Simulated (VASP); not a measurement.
Level of theory: PBEsol GGA, VASP's PBE PAW potentials (set 64) (plane waves; VASP).

A VASP calculation is set up with these files.

### KPOINTS
```
Automatic mesh
0
Gamma
13 13 6
0 0 0
```

INCAR:
```
SYSTEM = Te3As2
PREC = Accurate; ENCUT = 400; LREAL = .FALSE.
LASPH = .TRUE.; NBANDS = 102
EDIFF = 1E-7; NELM = 100; ALGO = Normal
LMAXMIX = 4
ISMEAR = 0; SIGMA = 0.01
GGA = PS
LWAVE = .FALSE.; LCHARG = .FALSE.; NEDOS = 1001
LOPTICS = .TRUE.; CSHIFT = 0.1
```

POSCAR:
```
Te3As2
7.3574560
  0.9618702882  -0.2730236731  -0.0162370199
  0.9618702882   0.2730236731  -0.0162370199
 -0.1190620789   0.0000000000   1.3218991653
Te As
6 4
Cart
  0.0230700918  -0.0000000000   0.3763041260
  1.7816084058  -0.0000000000   0.9131209995
  1.4647775344  -0.0000000000   0.4251718598
  0.3399009632   0.0000000000   0.8642532657
  0.7206372987  -0.0000000000   0.0366139698
  1.0840411989  -0.0000000000   1.2528111557
  1.1317237673   0.0000000000   0.5722981651
  0.6729547304   0.0000000000   0.7171269604
  0.3700936161   0.0000000000   0.1817812553
  1.4345848815  -0.0000000000   1.1076438703
```

POTCAR, in this order: Te As (PBE.64 set). Program: vasp_std.

Output of the run:

File OSZICAR:
```
       N       E                     dE             d eps       ncg     rms          rms(c)
DAV:   1     0.187278451779E+03    0.18728E+03   -0.15397E+04 57120   0.367E+02
DAV:   2    -0.282984317396E+02   -0.21558E+03   -0.20213E+03 70038   0.886E+01
DAV:   3    -0.416588574681E+02   -0.13360E+02   -0.13130E+02 69056   0.213E+01
DAV:   4    -0.418296620396E+02   -0.17080E+00   -0.17073E+00 67736   0.256E+00
DAV:   5    -0.418337210085E+02   -0.40590E-02   -0.40588E-02 67666   0.413E-01    0.158E+01
DAV:   6    -0.417744075356E+02    0.59313E-01   -0.16112E-02 66632   0.302E-01    0.968E+00
DAV:   7    -0.417480160840E+02    0.26391E-01   -0.46347E-02 64582   0.409E-01    0.333E-01
DAV:   8    -0.417476717240E+02    0.34436E-03   -0.44458E-03 64776   0.119E-01    0.212E-01
DAV:   9    -0.417476200145E+02    0.51710E-04   -0.19874E-04 68350   0.273E-02    0.964E-02
DAV:  10    -0.417476071337E+02    0.12881E-04   -0.61570E-05 64314   0.148E-02    0.255E-02
DAV:  11    -0.417476060964E+02    0.10372E-05   -0.73829E-06 66984   0.471E-03    0.810E-03
DAV:  12    -0.417476054294E+02    0.66704E-06   -0.44792E-07 65958   0.140E-03    0.304E-03
DAV:  13    -0.417476052745E+02    0.15488E-06   -0.12384E-07 58404   0.625E-04    0.784E-04
DAV:  14    -0.417476052728E+02    0.16980E-08   -0.12775E-08 35372   0.218E-04
   1 F= -.41747605E+02 E0= -.41747605E+02  d E =-.747228E-24
 imaginary and real dielectric function
```

File OUTCAR:
```
------------------------ aborting loop because EDIFF is reached ----------------------------------------
  FORCE on cell =-STRESS in cart. coord.  units (eV):
  Direction    XX          YY          ZZ          XY          YZ          ZX
  --------------------------------------------------------------------------------------
  Total       -0.2267574      0.3033318     -0.0634533      0.0000000      0.0000000      0.1626408
  in kB       -1.3158450      1.7601964     -0.3682116      0.0000000      0.0000000      0.9437843
  external PRESSURE =       0.0253799 kB  Pullay stress =       0.0000000 kB
  volume of cell :      276.10
      direct lattice vectors                 reciprocal lattice vectors
     7.076918324 -2.008759662 -0.119463159     0.070759806 -0.248909817  0.006373262
     7.076918324  2.008759662 -0.119463159     0.070759806  0.248909817  0.006373262
    -0.875994007  0.000000000  9.725814945     0.001738300  0.000000000  0.102975714
 POSITION                                       TOTAL-FORCE (eV/Angst)
 -----------------------------------------------------------------------------------
      0.16974      0.00000      2.76864         0.008427      0.000000      0.001575
     13.10811      0.00000      6.71825        -0.008427      0.000000     -0.001575
     10.77704      0.00000      3.12818        -0.007096      0.000000      0.003997
      2.50081      0.00000      6.35871         0.007096      0.000000     -0.003997
      5.30206      0.00000      0.26939        -0.023661      0.000000      0.012960
      7.97579      0.00000      9.21750         0.023661      0.000000     -0.012960
      8.32661      0.00000      4.21066        -0.015857      0.000000     -0.013398
      4.95123      0.00000      5.27623         0.015857      0.000000      0.013398
      2.72295      0.00000      1.33745        -0.008054      0.000000     -0.037134
     10.55490      0.00000      8.14944         0.008054      0.000000      0.037134
 -----------------------------------------------------------------------------------
    total drift:                                0.000000     -0.000000     -0.000000
  FREE ENERGIE OF THE ION-ELECTRON SYSTEM (eV)
  ---------------------------------------------------
  free  energy   TOTEN  =       -41.7476052728 eV

  energy  without entropy=      -41.7476052728  energy(sigma->0) =      -41.74760527

 plasma frequency squared (from intraband transitions) (eV^2)
  --------------------------------------------------------------------------------------
       0.000       0.000       0.000
       0.000       0.000       0.000
       0.000       0.000       0.000

 plasma frequency squared (from interband transitions, int dw w eps(2)(w)) (eV^2)
  --------------------------------------------------------------------------------------
     279.088       0.000       0.000       0.000       0.343      -0.000
       0.000       0.000     277.820       0.000       0.000       0.000
       0.343       0.000       0.000       0.000     277.497       0.000
```
(Selected blocks of OUTCAR.)

### OUTCAR
```
 val. band max:        5.9329224597   @ k =   0.0000   0.0000   0.3333

 cond. band min:       6.1577625666   @ k =  -0.4615   0.4615   0.0000


 Fermi energy:         5.9993946215

 k-point     1 :       0.0000    0.0000    0.0000
  band No.  band energies     occupation
      1      -8.1872      2.00000
      2      -7.0605      2.00000
      3      -7.0177      2.00000
      4      -5.8496      2.00000
      5      -5.4112      2.00000
      6      -5.3141      2.00000
      7      -3.8094      2.00000
      8      -3.3319      2.00000
      9      -3.1834      2.00000
     10      -2.4130      2.00000
     11      -0.0176      2.00000
     12       2.0559      2.00000
     13       2.0931      2.00000
     14       2.1868      2.00000
     15       2.4043      2.00000
     16       2.8537      2.00000
     17       3.0285      2.00000
     18       3.4396      2.00000
     19       3.5058      2.00000
     20       3.7331      2.00000
     21       3.8479      2.00000
     22       4.8502      2.00000
     23       5.0674      2.00000
     24       5.1094      2.00000
     25       5.1111      2.00000
     26       5.4121      2.00000
     27       5.4614      2.00000
     28       5.4820      2.00000
     29       7.0965      0.00000
     30       7.2310      0.00000
     31       7.3739      0.00000
     32       7.4831      0.00000
     33       7.5002      0.00000
     34       7.6500      0.00000
     35       7.8833      0.00000
     36       7.9878      0.00000
     37       8.2480      0.00000
     38       8.5106      0.00000
     39       8.9039      0.00000
     40       9.2498      0.00000
     41       9.5691      0.00000
     42      11.2714      0.00000
     43      11.3602      0.00000
     44      11.5440      0.00000
     45      12.3240      0.00000
     46      12.5940      0.00000
     47      13.0299      0.00000
     48      13.2708      0.00000
     49      13.4834      0.00000
     50      13.5009      0.00000
     51      13.5248      0.00000
...
```

The dielectric response may not be converged in the k-mesh; for small gaps it tends to come out too large. Without a dispersion term in the relaxation, distances and binding between the weakly bound layers, chains or molecules are unreliable, and so is what depends on them. Unless said otherwise, spin-orbit coupling is left out, though it shifts the bands of the heavy elements here.

The structure comes from a computed database's Te3As2 entry (C2/m); how it stands against other phases isn't given here. It was relaxed first, which changed the volume by -10 %.
